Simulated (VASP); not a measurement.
```xyz
2
Lattice="0.0000 3.5964 3.5964 3.5964 0.0000 3.5964 3.5964 3.5964 0.0000" Properties=species:S:1:pos:R:3 pbc="T T T"
Sr     0.0000     0.0000     0.0000
Te     3.5964     3.5964     3.5964
```

Computed with PBEsol GGA, VASP's PBE PAW potentials (set 64) (plane waves; VASP). Settings: 400 eV cut-off, 6×6×6 Γ-centred mesh, Gaussian smearing of 0.050 eV, potentials Sr_sv Te.

Energy and stress use the plane-wave basis of the starting cell.

The ions, cell shape and volume are relaxed. Predict the relaxed structure.

```xyz
2
Lattice="0.0000 3.3087 3.3087 3.3087 0.0000 3.3087 3.3087 3.3087 0.0000" Properties=species:S:1:pos:R:3 pbc="T T T"
Sr     0.0000     0.0000     0.0000
Te     3.3087     3.3087     3.3087
```
Space group Fm-3m (225), at a tolerance of 0.03 Å.

How do energy and volume change from the first to the last step?

The energy (σ→0) changes by -211.2 meV/atom and the volume by -22.1 %, in 3 ionic steps.

The structure was generated: SrTe was put into the rock salt type (Fm-3m), which need not be its known phase. This run relaxes it. Symmetry was kept, so distortions that lower it aren't found.
